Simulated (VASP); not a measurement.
## ErO: single point with PBE

ErO:

```xyz
4
Lattice="3.9632 0.0000 0.0000 -1.9816 3.4323 0.0000 0.0000 0.0000 4.7608" Properties=species:S:1:pos:R:3 pbc="T T T"
Er    1.9816    1.1441    1.1902
Er    0.0000    2.2882    3.5706
O     1.9816    1.1441    3.5706
O     0.0000    2.2882    1.1902
```

The cell comes from a database or a generator and needn't be the stable form of this composition.

```json
{
 "Program": "VASP 6.6.1",
 "Task": "single point",
 "Functional": "PBE",
 "Potentials or basis": "VASP PAW PBE potentials, release 64 (Er, O)",
 "Cutoff": "520 eV",
 "k mesh": "8 × 8 × 6",
 "Occupations": "fermi-dirac, width 0.05 eV",
 "Spin": "collinear spin, ferromagnetic start",
 "Starting moments": "[3.0, 3.0, 0.0, 0.0] μB"
}
```

```json
{"Pressure": "4.6 GPa", "Band gap on the k mesh": "none (metal or under the smearing width)", "Net moment": "4.19 μB per cell", "Site moments": "Er +2.32; O -0.02 μB", "Valence electrons inside the program's atomic spheres": "Er 19.75; O 5.03"}
```

Stress tensor (GPa, compression positive):
```
3.81 0.00 0.00
0.00 3.81 0.00
0.00 0.00 6.17
```

Levels at points of the mesh, in eV from the Fermi level:
Spin up:
```csv
k point,band 28,band 29,band 30,band 31,band 32,band 33
"(0.00, 0.00, 0.00)",-1.75,-1.64,-1.64,-0.73,2.07,2.07
"(0.50, 0.00, 0.00)",-1.74,-1.65,-1.49,0.81,0.83,1.15
"(0.00, 0.00, 0.50)",-1.79,-1.76,-1.76,1.12,1.12,4.43
"(0.50, 0.00, 0.50)",-1.81,-1.70,-1.70,1.58,1.58,3.83
```
Spin down:
```
           k point  band 24  band 25  band 26  band 27  band 28  band 29
(0.00, 0.00, 0.00)    -0.18    -0.18    -0.16    -0.16     0.25     0.43
(0.50, 0.00, 0.00)    -0.35    -0.16     0.01     0.05     0.23     0.30
(0.00, 0.00, 0.50)    -0.40    -0.08    -0.08    -0.08    -0.08     0.52
(0.50, 0.00, 0.50)    -0.26    -0.04    -0.04     0.21     0.21     0.50
```

It took 13 min on 1 thread of Intel(R) Xeon(R) Platinum 8488C (Sapphire Rapids) (shared host), peak memory 0.32 GiB.

Caveat: the magnetic or orbital state may not be the lowest; spin-orbit coupling is left out, which moves the levels of the heavy elements; without U or exact exchange the open f shell lies at the Fermi level, which spoils levels, moments and volumes. The state reached can hang on the start; a lower one may exist.
